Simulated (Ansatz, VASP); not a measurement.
# Ba2TeS in two plane-wave programs, part 2 of 2

Aim: how closely do two programs agree when they are given the same cell, functional and k mesh? The cell is invented: As first built, before any earlier steps moved the atoms (in the runner's words): it takes the BaTe structure with some of its atoms replaced by other elements, volume scaled by an estimate. It may not be a known or stable phase. The cell is taken from a series of VASP runs on this material, whose earlier steps may have relaxed, scaled or displaced it; both programs get it as it stands.

VASP 6.6.1 and Ansatz 0.2.0.

So far: Set-up; VASP: band structure, r2SCAN with D4; Ansatz: band structure, r2SCAN with D4.

### Step 4. Side by side

Known differences besides the potentials themselves: VASP keeps PBE cores, Ansatz makes them for the functional; the data sets hold 42 valence electrons in Ansatz (default PAW (the set named soft_2) files) and 32 in VASP; the cutoff is 500 eV in Ansatz and 400 eV in VASP. Total energies have different zeros and are not compared.

Both answers:

| quantity | Ansatz | VASP | difference |
| --- | --- | --- | --- |
| pressure (GPa) | -0.41 | -0.02 | -0.39 |
| gap over the path points (eV) | 2.148 | 2.065 | +0.083 |

Levels at points of the path, from each program's valence-band top (eV; 4 filled, then empty):

| k (reciprocal lattice) | Ansatz | VASP |
| --- | --- | --- |
| 0.000 0.000 0.000 | -0.27 -0.03 0.00 0.00 2.15 3.66 3.79 | -0.31 -0.03 0.00 0.00 2.06 3.58 3.71 |
| 0.133 0.000 0.000 | -0.40 -0.36 -0.20 -0.08 2.51 3.76 3.89 | -0.44 -0.39 -0.22 -0.10 2.44 3.69 3.81 |
| 0.300 0.000 0.000 | -0.80 -0.77 -0.60 -0.29 3.63 3.81 4.25 | -0.85 -0.83 -0.65 -0.32 3.59 3.78 4.19 |
| 0.467 0.000 0.000 | -1.07 -0.79 -0.65 -0.51 4.08 4.81 4.85 | -1.13 -0.85 -0.70 -0.57 4.07 4.82 4.84 |
| 0.500 0.000 0.100 | -1.00 -0.76 -0.61 -0.51 3.72 4.05 5.21 | -1.06 -0.82 -0.66 -0.56 3.69 4.04 5.19 |
| 0.500 0.000 0.267 | -0.65 -0.58 -0.45 -0.41 2.80 2.93 5.45 | -0.69 -0.63 -0.49 -0.46 2.74 2.88 5.40 |
| 0.500 0.000 0.433 | -0.31 -0.31 -0.30 -0.27 2.27 2.28 5.38 | -0.35 -0.34 -0.34 -0.30 2.19 2.20 5.30 |
| 0.433 0.000 0.433 | -0.42 -0.33 -0.27 -0.27 2.26 2.40 5.34 | -0.46 -0.37 -0.31 -0.30 2.18 2.32 5.26 |
| 0.267 0.000 0.267 | -0.73 -0.68 -0.24 -0.24 2.75 3.97 4.43 | -0.79 -0.74 -0.28 -0.27 2.68 3.95 4.42 |
| 0.100 0.000 0.100 | -0.48 -0.40 -0.09 -0.08 2.57 3.55 3.96 | -0.52 -0.44 -0.10 -0.09 2.50 3.48 3.88 |

Among the levels compared at these points, filled levels agree within 65 meV and empty ones within 83 meV.

### Step 5. VASP: single point, r2SCAN with D4

With cell and atoms fixed, the geometry can't cause a difference; cores, projectors, grids and the points listed under the comparison can.

INCAR

```
SYSTEM = Ba2TeS
PREC = Accurate
ENCUT = 400
EDIFF = 1E-06
NELM = 100
ISMEAR = -5
SIGMA = 0.05
LREAL = .FALSE.
ALGO = Normal
METAGGA = R2SCAN
IVDW = 13
VDW_S6 = 1
VDW_S8 = 0.6018749
VDW_A1 = 0.51559235
VDW_A2 = 5.77342911
LASPH = .TRUE.
NBANDS = 30
LORBIT = 11
LWAVE = .FALSE.
LCHARG = .FALSE.
KPAR = 2
NEDOS = 2001
```

POSCAR

```
Ba2TeS
1.0
    4.7975877600      0.0000000000      0.0000000000
    0.0000000000      6.7839051900      0.0000000000
    0.0000000000      0.0000000000      4.7974472500
Ba Te S
2 1 1
Direct
    0.5000000000      0.0000000000      0.4989927380
    0.0000000000      0.5000000000      0.0000961200
    0.5000000000      0.5000000000      0.4999141800
    0.0000000000      0.0000000000      0.9983179620
```

KPOINTS

```
Automatic mesh
0
Gamma
8 6 8
0 0 0
```

Potentials, in the order of the species: Ba_sv, Te and S (PBE family, release 64).

Launch:

```console
$ mpirun -np 2 vasp_std
```

Numbers of over 12 decimals in the logs are rounded to 6 here.

The log of the run:

```text
[banner, memory and clock lines left out]
running    2 mpi-ranks, on    1 nodes
[...]
[... a notice as in an earlier step ...]

 LDA part: xc-table for (None), standard interpolation
 POSCAR, INCAR and KPOINTS ok, starting setup
[...]
entering main loop
       N       E                     dE             d eps       ncg     rms          rms(c)
DAV:   1     0.900952915792E+02    0.90095E+02   -0.11036E+04  6000   0.741E+02
DAV:   2    -0.902339235144E+02   -0.18033E+03   -0.16763E+03  8286   0.168E+02
DAV:   3    -0.102126492016E+03   -0.11893E+02   -0.11768E+02  7988   0.444E+01
DAV:   4    -0.102512916521E+03   -0.38642E+00   -0.38564E+00  8990   0.705E+00
[...]
DAV:  13    -0.948717832614E+02   -0.13014E-05   -0.12689E-05  6502   0.120E-02    0.253E-02
DAV:  14    -0.948717903231E+02   -0.70617E-05   -0.13029E-05  6708   0.183E-02    0.511E-03
DAV:  15    -0.948717909009E+02   -0.57782E-06   -0.88608E-07  5832   0.347E-03
   1 F= -.95209359E+02 E0= -.95209359E+02  d E =0.000000E+00
```

From OUTCAR (step 5):

```text
  Edisp (eV):   -0.33757

  Total      -0.04045     0.02249    -0.03984     0.00000     0.00000     0.00000
  in kB      -0.41502     0.23081    -0.40879     0.00000     0.00000     0.00000
  external pressure =       -0.20 kB  Pullay stress =        0.00 kB

 POSITION                                       TOTAL-FORCE (eV/Angst)
 -----------------------------------------------------------------------------------
      2.39879      0.00000      2.39389         0.000000      0.000000      0.001124
      0.00000      3.39195      0.00046         0.000000      0.000000     -0.009477
      2.39879      3.39195      2.39831         0.000000      0.000000      0.001493
      0.00000      0.00000      4.78938         0.000000      0.000000      0.006860
 -----------------------------------------------------------------------------------
    total drift:                                0.000000      0.000000      0.000506

  FREE ENERGIE OF THE ION-ELECTRON SYSTEM (eV)
  ---------------------------------------------------
  free  energy   TOTEN  =       -95.2093589627 eV

  energy  without entropy=      -95.2093589627  energy(sigma->0) =      -95.20935896

[... 1 part as in an earlier step ...]

[... 2 further parts left out ...]
[key lines of the parts left out:]
E-fermi :   1.5608
```

The run ends at a pressure of -0.02 GPa, with forces up to 0.0095 eV/Å.

### Step 6. Ansatz: single point, r2SCAN with D4

The same cell, functional, mesh and smearing now go to Ansatz, which takes its cutoff from its data sets.

The cell is taken from a series of VASP runs on this material, whose earlier steps may have relaxed, scaled or displaced it; both programs get it as it stands.

input.yaml

```yaml
crystal:
  lattice:
    - [4.79758776, 0.0, 0.0]
    - [0.0, 6.78390519, 0.0]
    - [0.0, 0.0, 4.79744725]
  atoms:
    - { symbol: Ba, position: [0.5, 0.0, 0.498992738] }
    - { symbol: Ba, position: [0.0, 0.5, 9.612e-05] }
    - { symbol: Te, position: [0.5, 0.5, 0.49991418] }
    - { symbol: S, position: [0.0, 0.0, 0.998317962] }
hamiltonian:
  xc: r2scan
  pseudopotentials: { kind: paw }
  dispersion: d4
kpoints:
  mp_grid: { grid: [8, 6, 8] }
scf:
  occupations: { method: tetrahedron }
output:
  forces: true
  stress: true
```

Launch:

```console
$ ansatz run input.yaml --threads 2 --pin off --max-ram 4608MiB --backend cpu --events-out ev --progress --plain --runs-dir out
```

The log of the run:

```text
Warning: output.forces, output.stress, relax.cell or npt_langevin: where a Kohn–Sham band that disperses or a degenerate level is filled in part under the method tetrahedron, the forces or the stress that this run publishes need not agree with its energy (scf.occupations.method in the input reference, under Limitations); prefer a smearing scheme for the forces or the stress
[...]
k-point 0: bands = [... 17 lower, 5.3411, 5.5874, 5.6129, 5.6130, 7.7612, 9.2729, 9.4070, 9.4072, ... 1 higher]
  k-point 1: bands = [... 17 lower, 5.2310, 5.2847, 5.4336, 5.5356, 8.0807, 9.3725, 9.4879, 9.5585, ... 1 higher]
  k-point 2: bands = [... 17 lower, 4.8185, 4.9445, 5.1176, 5.3953, 8.8471, 9.3766, 9.7274, 10.0252, ... 1 higher]
  k-point 99: bands = [... 17 lower, 4.8205, 4.8207, 4.9946, 4.9946, 9.5203, 9.5203, 10.1235, 10.1236, ... 1 higher]
[key lines of the parts left out:]
SCF converged after 7 iterations
Free energy (F): -19838.628643 eV
Fermi energy:    5.612961 eV
P = ⅓ Tr σ = -0.4119 GPa (-4.119 kbar)
```

Run time: 55 s. Hardware: 2 threads of Arm Neoverse V1, shared host; peak memory 0.85 GiB; 1.8 min of CPU time.

The run ends at a pressure of -0.41 GPa, with forces up to 0.0092 eV/Å.

### Step 7. Side by side

The two programs side by side:

| quantity | Ansatz | VASP | difference |
| --- | --- | --- | --- |
| pressure (GPa) | -0.41 | -0.02 | -0.39 |
| gap on the k mesh (eV) | 2.148 | 2.065 | +0.083 |

A gap on the mesh is an upper bound, since the band edges may lie between its points.

### Step 8. Further runs

Further runs change the set-up of one program: Ansatz's method, potentials or start, or VASP's data sets, cutoff or form of LDA. The table gives Ansatz less VASP for each quantity, since a change that brings one quantity closer may part another.

| run | r.m.s. force difference (meV/Å) | pressure (GPa) | gap on the k mesh (eV) |
| --- | --- | --- | --- |
| as above | 0.12 | -0.39 | 0.083 |
| cores kept as stored | 0.12 | -0.39 | 0.084 |
| Ansatz's all-electron LAPW method | 0.12 | -0.39 | 0.083 |
| Ansatz's larger PAW set (cutoff 580 eV) | 0.12 | -0.39 | 0.083 |
| norm-conserving potentials (cutoff 1230 eV) | 0.12 | -0.40 | 0.086 |

### Step 9. Results

- difference in gap over the path points (band structure, r2SCAN with D4): 0.083 eV
- difference in gap on the k mesh (single point, r2SCAN with D4): 0.083 eV

What this shows: The difference in gap on the k mesh is 0.083 eV (single point, r2SCAN with D4), at about the 0.08 eV picked in this series as the mark of a large difference. For single point, r2SCAN with D4, no further run moves any of the tabulated differences by more than a quarter of its size. Such differences can come from data sets, numerical settings and the points named under the comparisons, not from the functional's error against experiment.

[Lines on the potential files, build, host, timing and source positions are cut from VASP's logs without a mark.]

[Logs are printed without paths, hosts, clocks, repeated set-up lines and the standing remarks that a program may print on its own settings, such as how far it seeks lower states.]

[Hosts, paths, dates, database ids (printed as entryN), source tags and the programs' standing remarks are cut or masked in the printed files.]
